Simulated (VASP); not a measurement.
Computed with PW91 GGA, VASP's PBE PAW potentials (set 64) (plane waves; VASP).

A VASP calculation is set up with these files.

File KPOINTS:
```
Automatic mesh
0
Gamma
10 10 6
0 0 0
```

INCAR:
```
LCHARG = F
LMAXMIX = 4   # l cut-off of mixed one-centre charges
ISIF = 2
NELM = 100   # most electronic steps
ENCUT = 400   # plane-wave cut-off (eV)
LREAL = F
SIGMA = 0.1
GGA = 91   # PW91
ISMEAR = 1   # Methfessel-Paxton
SYSTEM = Y
ALGO = Normal   # blocked Davidson
LWAVE = F
LASPH = T   # aspherical one-centre terms
PREC = Accurate
EDIFF = 1E-6
```

File POSCAR:
```
Y
1
    1.8512410000    -3.2040250000     0.0000000000
    1.8512410000     3.2040250000     0.0000000000
    0.0000000000     0.0000000000     5.8826210000
Y
2
Direct
  0.3333330000   0.6666670000   0.2500000000
  0.6849570000   0.3516230000   0.7500000000
```

POTCAR, in this order: Y_sv (PBE.64 set). Program: vasp_std.

**Question.** What does the run give for the energy per atom (σ→0), pressure, largest force, band gap (on the k-mesh)?

**Answer.** 
```
Item                                                        Result
------------------------  ----------------------------------------
energy per atom (σ→0)                               -6391 meV/atom
band gap (on the k-mesh)  none (metal, semimetal or under 0.01 eV)
pressure                                                 -2.67 GPa
largest force                                      0.00148 Ha/bohr
```

### OSZICAR
```
...
DAV:   7    -0.127932418849E+02    0.72895E-01   -0.91217E-01  7664   0.617E+00    0.180E+00
DAV:   8    -0.127826634264E+02    0.10578E-01   -0.18213E-01  7703   0.275E+00    0.139E+00
DAV:   9    -0.127815941719E+02    0.10693E-02   -0.33248E-03  9691   0.406E-01    0.302E-01
DAV:  10    -0.127816581618E+02   -0.63990E-04   -0.19109E-03  6450   0.453E-01    0.421E-01
DAV:  11    -0.127815810371E+02    0.77125E-04   -0.16396E-04  6738   0.128E-01    0.347E-02
DAV:  12    -0.127815797451E+02    0.12920E-05   -0.23528E-05  7066   0.482E-02    0.227E-02
DAV:  13    -0.127815804942E+02   -0.74911E-06   -0.47048E-06  6730   0.230E-02
   1 F= -.12781580E+02 E0= -.12782293E+02  d E =0.213727E-02
```

The compound is Y in the hcp structure. The cell was not relaxed at this level, atoms are displaced from their ideal sites. The run is one of a series of settings (GGA = 91 against the base run), some of them coarse on purpose.
